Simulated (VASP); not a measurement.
An input for Quantum ESPRESSO's pw.x (written as the equivalent of a VASP run, and not itself run):

```
&CONTROL
  calculation = 'scf'
  pseudo_dir = './pseudo'
  outdir = './out'
  tprnfor = .true.
  tstress = .true.
/
&SYSTEM
  ibrav = 0
  nat = 3
  ntyp = 2
  ecutwfc = 74
  occupations = 'smearing'
  smearing = 'gaussian'
  degauss = 0.01999
  input_dft = 'pbe'
/
&ELECTRONS
  conv_thr = 7.3e-08
  electron_maxstep = 100
/
ATOMIC_SPECIES
  W 183.840 W.upf
  S 32.060 S.upf
CELL_PARAMETERS angstrom
     0.0000000    3.0137210    3.0137210
     3.0137210    0.0000000    3.0137210
     3.0137210    3.0137210    0.0000000
ATOMIC_POSITIONS crystal
  W    0.0012710 -0.0154540  0.0054190
  S    0.2516430  0.2585560  0.2470420
  S    0.7470870  0.7568980  0.7475390
K_POINTS automatic
  8 8 8 0 0 0
```

Task: Translate this input to VASP (INCAR, KPOINTS, POSCAR, choice of POTCAR).

Result: This is not unique; one that fits is 
KPOINTS:
```
kpoints
0
Gamma
  8 8 8
```

File POSCAR:
```
WS2
3.0137210
  0.0000000000   1.0000000000   1.0000000000
  1.0000000000   0.0000000000   1.0000000000
  1.0000000000   1.0000000000   0.0000000000
W S
1 2
Cartesian
 -0.0100350000   0.0066900000  -0.0141830000
  0.5055980000   0.4986850000   0.5101990000
  1.5044370000   1.4946260000   1.5039850000
```

INCAR:
```
SYSTEM=WS2
PREC=Accurate; ENCUT=300; LREAL=.FALSE.
LASPH=.TRUE.
EDIFF=1E-6; NELM=100; ALGO=Normal
LMAXMIX=6
ISMEAR=0; SIGMA=0.272
GGA=PE
ISIF=2
LWAVE=.FALSE.; LCHARG=.FALSE.
```

POTCAR, in this order: W_sv S (PBE.64 set). Program: vasp_std.

What does not carry over: the potentials are each code's own (VASP's PAW set, PseudoDojo norm-conserving files in pw.x), so ENCUT and ecutwfc are chosen apart and not converted; conv_thr bounds pw.x's estimated SCF error, while EDIFF bounds the energy change between steps.

The structure was generated: WS2 was put into an ordered model structure, which need not be its known phase. The cell was not relaxed at this level, atoms are displaced from their ideal sites.
